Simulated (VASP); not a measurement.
The system is Si3Ge.

```xyz
8
Lattice="-2.7450 2.7450 5.4900 2.7450 -2.7450 5.4900 2.7450 2.7450 -5.4900" Properties=species:S:1:pos:R:3 pbc="T T T"
Si    0.0000    0.0000    5.4900
Si    1.3725    1.3725    4.1175
Si    1.3725    1.3725   -1.3725
Si    2.7450    0.0000    2.7450
Si   -1.3725    1.3725    6.8625
Si    1.3725   -1.3725    6.8625
Ge    0.0000    0.0000    0.0000
Ge    0.0000    2.7450    2.7450
```

The cell was built by a generator and needn't be a form met in nature.

| Item | Value |
| --- | --- |
| Program | VASP 6.6.1 |
| Task | relaxation of cell and atoms |
| Functional | PBE |
| Potentials or basis | VASP PAW PBE potentials, release 64 (Si, Ge_d) |
| Cutoff | 520 eV |
| k mesh | 5 × 5 × 5 |
| Occupations | gaussian, width 0.15 eV |
| Spin | no spin polarisation |

At the start: pressure 2.1 GPa; volume 20.68 Å³/atom.

Q: Where does the relaxation end?

A: Over 6 steps the energy falls by 8.6 meV/atom and the volume is 21.21 Å³/atom (+2.5 %); space group I-42d (No. 122, to 0.05 Å).

Step by step:
| step | energy change (eV) | largest force (eV/Å) | pressure (GPa) | volume (Å³) |
| --- | --- | --- | --- | --- |
| 1 | 0.0000 | 0.5409 | 2.14 | 165.47 |
| 2 | -0.0476 | 0.2194 | -1.14 | 172.18 |
| 3 | -0.0518 | 0.2876 | -0.89 | 170.65 |
| 4 | -0.0517 | 0.2995 | -0.44 | 170.38 |
| 5 | -0.0518 | 0.2914 | -1.03 | 170.55 |
| 6 | -0.0690 | 0.0325 | -0.28 | 169.64 |

Final structure:
```cif
data_structure
_symmetry_space_group_name_H-M 'P 1'
_symmetry_Int_Tables_number 1
_cell_length_a 6.7796
_cell_length_b 6.7796
_cell_length_c 6.7796
_cell_angle_alpha 131.805
_cell_angle_beta 131.805
_cell_angle_gamma 70.537
_cell_volume 169.64
loop_
_atom_site_label
_atom_site_type_symbol
_atom_site_fract_x
_atom_site_fract_y
_atom_site_fract_z
_atom_site_occupancy
Si1 Si 0.50000 0.50000 0.00000 1
Si2 Si 0.61737 0.62500 0.49237 1
Si3 Si 0.13263 0.12500 0.50763 1
Si4 Si 0.25000 0.75000 0.50000 1
Si5 Si 0.87500 0.38263 0.00763 1
Si6 Si 0.37500 0.86737 0.99237 1
Ge1 Ge 0.00000 0.00000 0.00000 1
Ge2 Ge 0.75000 0.25000 0.50000 1
```
